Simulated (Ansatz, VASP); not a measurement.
## One calculation of CuPd, two programs

```
CELL_PARAMETERS angstrom
2.92973 0.00000 0.00000
0.00000 2.92973 0.00000
0.00000 0.00000 2.92973
ATOMIC_POSITIONS crystal
Cu 0.00000 0.00000 0.00000
Pd 0.50000 0.50000 0.50000
```

Alike in both runs: functional LDA; k mesh 14 × 14 × 14; occupations gaussian, width 0.1 eV; no spin polarisation.

Ansatz relaxed the structure, and its values are those at the end. VASP's run is a single point on that final structure, the one shown.

|  | VASP | Ansatz |
| --- | --- | --- |
| version | VASP 6.6.1 | Ansatz 0.2.0 |
| potentials or method | VASP PAW LDA potentials, release 64 (Cu, Pd) | scalar-relativistic, plane waves, PAW |
| plane-wave cutoff (eV) | 520 | 520 |
| valence electrons in the cell | 21 | 37 |

Ansatz gave:

| Quantity | Value |
| --- | --- |
| gap on the k mesh at the Fermi level (eV) | none |
| pressure (GPa) | 0.0 |

Estimate VASP's values.

gap on the k mesh at the Fermi level (eV): none; pressure (GPa): 0.6.

A gap of «none» marks a metal or a gap that the smearing closes. The two sets of potentials don't hold the same shells in valence.
